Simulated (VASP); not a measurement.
HfC (rock salt) relaxed at rising pressure, in one space group throughout; other phases were not tried. The pressures are those reached. Level of theory: PBE GGA, VASP's PBE PAW potentials (set 64) (plane waves; VASP 6.6.1).

| P (GPa) | V (Å³/atom) | k-mesh |
|---|---|---|
| -0.18 | 12.546 | 14×14×14 |
| 4.95 | 12.291 | 14×14×14 |
| 9.95 | 12.065 | 14×14×14 |
| 19.98 | 11.666 | 14×14×14 |
| 29.99 | 11.324 | 14×14×14 |

**Question.** Fit an equation of state and predict the volume at 44.94 GPa.

**Answer.** Least squares on the third-order Birch-Murnaghan form, P = (3B0/2)(y⁷ − y⁵)[1 + (3/4)(B′ − 4)(y² − 1)] with y = (V0/V)^(1/3), gives V0 = 12.537 Å³/atom, B0 = 240 GPa and B′ = 4.0, and so 10.889 Å³/atom. The run gave 10.888 Å³/atom, -0.0 % from the fit.

Pressures at which the relaxation failed are left out.

The compound is HfC in the rock salt structure.
